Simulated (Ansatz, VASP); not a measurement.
## CeO2: VASP beside Ansatz

One calculation is typed for both programs; each brings its own data sets and cutoff. How far apart do they land? The cell is taken from a series of VASP runs on this material, whose earlier steps may have relaxed, scaled or displaced it; both programs get it as it stands.

Main program and level: Ansatz 0.2.0; plane waves, with VASP 6.6.1 beside it; relaxation of cell and atoms at r2SCAN.

### Step 1. The structure

The structure is cubic, space group Fm-3m (No. 225). Conventional cell: a = 5.436 Å, b = 5.436 Å, c = 5.436 Å, α = 90.00°, β = 90.00°, γ = 90.00°. Nearest to Ce lie 8 O at 2.35 Å. Nearest to O lie 4 Ce at 2.35 Å. Farther neighbours and most contacts between anions are not listed.

### Step 2. Ansatz: relaxation of cell and atoms, r2SCAN

Ansatz runs on its default PAW (the set named soft_2) files.

The relaxed volume is the usual yardstick between codes: its relative difference is about their pressure difference at one cell divided by the bulk modulus.

input.yaml

```yaml
crystal:
  lattice:
    - [0.0, 2.7177818231, 2.7177818231]
    - [2.7177818231, 0.0, 2.7177818231]
    - [2.7177818231, 2.7177818231, 0.0]
  atoms:
    - { symbol: Ce, position: [0.0, 0.0, 0.0] }
    - { symbol: O, position: [0.75, 0.75, 0.75] }
    - { symbol: O, position: [0.25, 0.25, 0.25] }
hamiltonian:
  xc: r2scan
  pseudopotentials: { kind: paw }
kpoints:
  mp_grid: { grid: [8, 8, 8] }
scf:
  occupations: { method: gaussian, width: 0.03 }
relax:
  f_tol: 0.01
  max_steps: 60
  cell: { stress_tol: 0.05 }
output:
  forces: true
  stress: true
  write_density: true
  write_potential: true
  elf: true
  volumetric_format: npy
```

Command:

```sh
> ansatz run input.yaml --threads 4 --pin off --max-ram 9216MiB --backend cpu --events-out ev --progress --plain --runs-dir out
```

Numbers of over 12 decimals in the logs are rounded to 6 here.

Output:

```text
band count auto-derived: 22 (N_el = 24.0; filled up to band 12; 16 by the electrons, moments and atoms)
Engine: ansatz 0.2.0, aarch64-unknown-linux-gnu
Pseudopotentials: kind: paw
Pseudopotential: Ce, paw, valence charge 12, recommended cutoff 500 eV (meta_gga), Ce.paw.azcp
Pseudopotential: O, paw, valence charge 6, recommended cutoff 500 eV (meta_gga), O.paw.azcp
Functional definition: r2SCAN
  parameter k0 = 0.174
  parameter k1 = 0.065
  parameter a1 = 4.9479
  exchange = r2scan_x(k0 = k0, k1 = k1, a1 = a1)
  correlation = r2scan_c
this run first makes a single point of its starting geometry, whose open f shells choose their order, for its own SCFs to start from. `scf.lower_state_search: off` leaves that single point out
Crystal: 3 atoms, lattice volume = 40.149 Å³
Basis set: ecut = 500 eV, 965 PW (Γ), exchange–correlation on 120×120×120 points (64 copies of the dense FFT grid, shifted against one another)
Bands: 22, of which v1, the nominal top of the filled ones, is band 12 counted from 1 (11 counted from 0)
Symmetry: 48 space group operations
Space group: Fm-3m (ITA 225), of the structure as read, at distance tolerance 3.4e-5 Å
k-points: 29 of 512
Non-local potential: Ce, projectors of the file, l = 0: 3, l = 1: 2, l = 2: 2, l = 3: 3
Non-local potential: O, projectors of the file, l = 0: 2, l = 1: 2, l = 2: 1
PAW form: soft (Blöchl's): semilocal exchange-correlation on the pseudo side does not see the compensation charge
PAW frozen core: Ce, regenerated for the run's functional (the file was generated under x = pbe(κ = 0.804, μ = 0.219515), c = pbe(β = 0.066725))
PAW frozen core: O, regenerated for the run's functional (the file was generated under x = pbe(κ = 0.804, μ = 0.219515), c = pbe(β = 0.066725))
PAW one-centre angular grid: Ce, 2702 points (default); XC on 160 Gauss nodes
PAW one-centre angular grid: O, 302 points (default); XC on 160 Gauss nodes
Initial density: superposition of atomic densities (chi_scale 0.1, normalization cell, long waves kept (reshape's long-wave potential 0.00 eV rms))
Initial wavefunctions: pseudopotential atomic-orbital guess
Functional: x = r2scan, c = r2scan; τ floored in thin density (d = 2e-4 eV/Å³)
SCF iter   1: F=—  HF=-7735.919004 eV  |F-HF|=—  |Δ(HF+E_count)|=         —  Δρ=1.78e-1  dr2=5.96e0  dr2_τ=2.76e-1  ethr=3.10e-3  ⟨swp⟩=5.1  Hψ=2778  notcnv=0
preconditioner: auto → none  [insulator: Δε(μ)=6.107 eV  Ē_g=15.845 eV  σ=0.030 eV  W_gap=1.00  n_scr=14 (ndim 8)  ℏωp=27.5 eV  f_vac=0.002  D(μ)=0.00/eV (n_scr^D=0)  ε∞_Penn≈4.0]
SCF iter   2: F=—  HF=-7733.095082 eV  |F-HF|=—  |Δ(HF+E_count)|=    2.82e0  Δρ=8.84e-2  dr2=1.21e0  dr2_τ=4.86e-1  ethr=3.10e-3  ⟨swp⟩=4.0  Hψ=1860  notcnv=0  defer=87
SCF iter   3: F=—  HF=-7732.922010 eV  |F-HF|=—  |Δ(HF+E_count)|=   1.73e-1  Δρ=4.16e-2  dr2=2.87e-1  dr2_τ=8.14e-2  ethr=3.10e-3  ⟨swp⟩=2.1  Hψ=1107  notcnv=0  defer=87
SCF iter   4: F=—  HF=-7732.817119 eV  |F-HF|=—  |Δ(HF+E_count)|=   1.05e-1  Δρ=1.16e-2  dr2=9.99e-3  dr2_τ=7.04e-3  ethr=1.20e-3  ⟨swp⟩=2.6  Hψ=1250  notcnv=0  defer=87
SCF iter   5: F=—  HF=-7732.819640 eV  |F-HF|=—  |Δ(HF+E_count)|=         —  Δρ=2.95e-3  dr2=1.71e-3  dr2_τ=4.02e-4  ethr=4.16e-5  ⟨swp⟩=2.2  Hψ=1142  notcnv=0  defer=87
Mixer restart at iter 5: flushing history
iteration 5: the lowest order of the open f orbitals that was found in this iteration's bands is taken; no other order was found there
SCF iter   6: F=—  HF=-7732.818787 eV  |F-HF|=—  |Δ(HF+E_count)|=   8.54e-4  Δρ=1.06e-3  dr2=2.52e-4  dr2_τ=4.27e-5  ethr=7.12e-6  ⟨swp⟩=2.0  Hψ=1189  notcnv=0  defer=87
SCF iter   7: F=—  HF=-7732.819582 eV  |F-HF|=—  |Δ(HF+E_count)|=         —  Δρ=1.11e-3  dr2=4.14e-4  dr2_τ=5.24e-5  ethr=1.05e-6  ⟨swp⟩=2.0  Hψ=985  notcnv=0  defer=87
Mixer restart at iter 7: flushing history
SCF iter   8: F=—  HF=-7732.819123 eV  |F-HF|=—  |Δ(HF+E_count)|=   4.59e-4  Δρ=1.01e-3  dr2=3.68e-4  dr2_τ=5.57e-5  ethr=1.05e-6  ⟨swp⟩=2.0  Hψ=1182  notcnv=0  defer=87
SCF iter   9: F=—  HF=-7732.819100 eV  |F-HF|=—  |Δ(HF+E_count)|=   2.33e-5  Δρ=1.36e-4  dr2=3.61e-6  dr2_τ=5.72e-7  ethr=1.05e-6  ⟨swp⟩=2.1  Hψ=897  notcnv=0  defer=87
SCF iter  10: F=—  HF=-7732.819071 eV  |F-HF|=—  |Δ(HF+E_count)|=   2.85e-5  Δρ=7.14e-5  dr2=1.84e-6  dr2_τ=8.08e-8  ethr=1.50e-8  ⟨swp⟩=2.6  Hψ=1004  notcnv=0  defer=87
SCF iter  11: F=—  HF=-7732.819060 eV  |F-HF|=—  |Δ(HF+E_count)|=   1.13e-5  Δρ=6.25e-5  dr2=1.62e-6  dr2_τ=8.74e-8  ethr=7.68e-9  ⟨swp⟩=3.4  Hψ=1403  notcnv=0  defer=87
SCF iter  12: F=—  HF=-7732.819055 eV  |F-HF|=—  |Δ(HF+E_count)|=   5.00e-6  Δρ=1.20e-5  dr2=4.49e-8  dr2_τ=2.29e-9  ethr=6.76e-9  ⟨swp⟩=2.0  Hψ=986  notcnv=0  defer=87
SCF iter  13: F=-7732.819055 eV  HF=-7732.819055 eV  |F-HF|=7.08e-10  |Δ(HF+E_count)|=   5.63e-8  Δρ=2.04e-6  dr2=1.19e-9  dr2_τ=1.17e-10  ethr=1.87e-10  ⟨swp⟩=1.0  Hψ=1727  notcnv=0
SCF 1 converged in 13 iterations: F = -7732.819055 eV  dr2 = 1.19e-9
  greatest PAW one-centre occupation: 0.956 electrons in one spin orbital (limit 2), on the Ce atom at site 0 (counted from 0), in its partial waves of l = 0
this run first made a single point of its starting geometry. It occupied open shells automatically (`scf.initial_density.shell_occupations`). This run's own SCFs start from that state's density.
Initial density: read from a saved state, or passed on in memory by an earlier SCF of this step, an earlier step, the calling program or the single point that the run made first
iter 1 solved again at ethr=4.60e-8 eV; its pass at ethr=3.10e-3 eV (dr2=1.10e-5 eV) is discarded
SCF iter   1: F=—  HF=-7732.819054 eV  |F-HF|=—  |Δ(HF+E_count)|=         —  Δρ=2.24e-6  dr2=1.33e-9  dr2_τ=1.63e-10  ethr=4.60e-8  ⟨swp⟩=4.7  Hψ=5000  notcnv=0
eigensolver tolerance schedule: the retry pair's looser diagonalisation over-reported the residual by 8322.82 of it (diagonalisation noise at 0.14 of the residual, at the tolerance the schedule requests for it); recorded, not acted on — ethr = c·dr2/N_el stays at c = 1.0e-1
preconditioner: auto → none  [insulator: Δε(μ)=2.207 eV  Ē_g=12.485 eV  σ=0.030 eV  W_gap=1.00  n_scr=14 (ndim 8)  ℏωp=27.5 eV  f_vac=0.044  D(μ)=0.00/eV (n_scr^D=0)  ε∞_Penn≈5.8]
SCF iter   2: F=-7732.819055 eV  HF=-7732.819055 eV  |F-HF|=4.83e-10  |Δ(HF+E_count)|=   5.56e-7  Δρ=1.14e-6  dr2=5.51e-10  dr2_τ=1.43e-11  ethr=5.53e-12  ⟨swp⟩=9.1  Hψ=3254  notcnv=0
SCF 2 converged in 2 iterations: F = -7732.819055 eV  dr2 = 5.51e-10
relax step   1: F+E_penalty+E_count = -7732.81905464 eV  Δ(F+E_penalty+E_count) = +0.000e0 eV  max|allowed force component| = 2.159e-17 eV/Å  Δτ_max = 0.0000 Å  P = +0.191 GPa  Ω = 40.149 Å³  (2 SCF iters, dr2 threshold 1.00e-7 eV, accepted)
[...]
relax step   2: F+E_penalty+E_count = -7732.81901987 eV  Δ(F+E_penalty+E_count) = +3.478e-5 eV  max|allowed force component| = 1.650e-16 eV/Å  Δτ_max = 0.0000 Å  P = -0.152 GPa  Ω = 40.221 Å³  energy of the carried Pulay correction = -4.337e-5 eV  (6 SCF iters, dr2 threshold 9.08e-8 eV, accepted)
[...]
relax step   3: F+E_penalty+E_count = -7732.81905425 eV  Δ(F+E_penalty+E_count) = -3.439e-5 eV  max|allowed force component| = 1.226e-16 eV/Å  Δτ_max = 0.0000 Å  P = +0.000 GPa  Ω = 40.189 Å³  energy of the carried Pulay correction = -2.411e-5 eV  (6 SCF iters, dr2 threshold 5.79e-8 eV, accepted)
[...]
relax step   4: F+E_penalty+E_count = -7732.81906039 eV  Δ(F+E_penalty+E_count) = -6.134e-6 eV  max|allowed force component| = 1.180e-16 eV/Å  Δτ_max = 0.0000 Å  P = +0.000 GPa  Ω = 40.189 Å³  stress off target by 9.62e-5 GPa  SCF on the basis re-selected at this cell (its energy is not comparable with the rows above)  (5 SCF iters)
basis re-selected at this cell: Δ(F+E_penalty+E_count) = -6.134e-6 eV, ΔP = -0.000 GPa vs the last step (what re-selecting the basis moved, of the pressure what is left beyond the Pulay correction that the steps carried, after the strain that the cell walked since its last selection, with what the two solves' SCF thresholds leave and, on support functions, any second-order correction that the steps lacked; it is no m [...]
SCF converged after 5 iterations
Free energy (F): -7732.819060 eV
Harris-Foulkes:  -7732.819060 eV  (|F-HF|=6.37e-12)
Internal energy: -7732.819060 eV  (E = F + TS)
E sigma→0 (E₀):  -7732.819060 eV
Fermi energy:    11.802609 eV
--- Per-component energies (eV) ---
  E_band       = 8.917726
  E_kinetic    = 743.464110
  E_local      = -928.940482  (includes V_loc(G=0)·N_el)
  E_nonlocal   = 24.596764
  E_hartree    = 331.314572
  E_xc         = -376.428559
  E_vxc        = -503.343514  (∫ρ·V_xc dr)
  E_paw        = -5805.799386  (= ΣΔE_a)
  E_vpaw       = -18.510860  (= ΣTr[D̂ρ^β])
  E_aug_tail   = 0.002068  (compensation charges beyond the density's cutoff)
  E_vtau       = 29.020491  (kinetic-family band-sum trace: ∫τ·v_τ [+ j·A + Jᵃ·Aᵃ] dr)
  E_ewald      = -1721.046642
  E_core_change = 0.018495  (= ΣΔE_core)
  E_smearing   = -0.000000  (= −TS)
  E_closure    = 0.000000  (closes the sum)
  Σ components = -7732.819060   (vs F -7732.819060, Δ=0.00e0)
--- Forces (eV/Å), atoms counted from 1 ---
  atom   1  Ce    -0.00000000     0.00000000     0.00000000
  atom   2  O     -0.00000000    -0.00000000    -0.00000000
  atom   3  O      0.00000000     0.00000000     0.00000000
  max |Σ_I F_I| component: 4.63e-17 eV/Å
--- Stress (GPa, compression-positive) ---
        0.000096      -0.000000       0.000000
       -0.000000       0.000096      -0.000000
        0.000000      -0.000000       0.000096
  P = ⅓ Tr σ = 0.0001 GPa (0.001 kbar)
--- Band table (eV; the first three rows and the last of 29) ---
  k-point 0: bands = [... 8 lower, 6.8107, 10.1078, 10.1078, 10.1078, 13.3086, 13.3086, 13.3086, 13.4558, ... 6 higher]
  k-point 1: bands = [... 8 lower, 7.1995, 9.9679, 10.0500, 10.0500, 13.2931, 13.2931, 13.3100, 13.4762, ... 6 higher]
  k-point 2: bands = [... 8 lower, 8.1179, 9.7156, 9.9419, 9.9419, 13.2312, 13.2312, 13.3132, 13.3973, ... 6 higher]
  k-point 28: bands = [... 8 lower, 9.6237, 9.6237, 9.9797, 10.0183, 12.9739, 13.1150, 13.1150, 13.3877, ... 6 higher]
--- Relaxed structure (3 steps of the walk, 3 accepted, 1 SCFs on fresh bases) ---
  F+E_penalty+E_count = -7732.81906039 eV   max|allowed force component| = 1.180e-16 eV/Å   (the final SCF, on the basis selected at the relaxed cell)
  cell:  # Å, volume = 40.1888 Å³
    - [0, 2.718683, 2.718683]
    - [2.718683, 0, 2.718683]
    - [2.718683, 2.718683, 0]
  atoms:
    - { symbol: Ce, position: [0, 0, 0] }
    - { symbol: O, position: [0.750000, 0.750000, 0.750000] }
    - { symbol: O, position: [0.25, 0.25, 0.25] }
```

Run time: 8.2 s. Hardware: 4 threads of Arm Neoverse V1, shared host; peak memory 0.49 GiB.

[end of part 1 of 2]

[Lines on the potential files, build, host, timing and source positions are cut from VASP's logs without a mark.]

[Logs are printed without paths, hosts, clocks, repeated set-up lines and the standing remarks that a program may print on its own settings, such as how far it seeks lower states.]

[Hosts, paths, dates, database ids (printed as entryN), source tags and the programs' standing remarks are cut or masked in the printed files.]
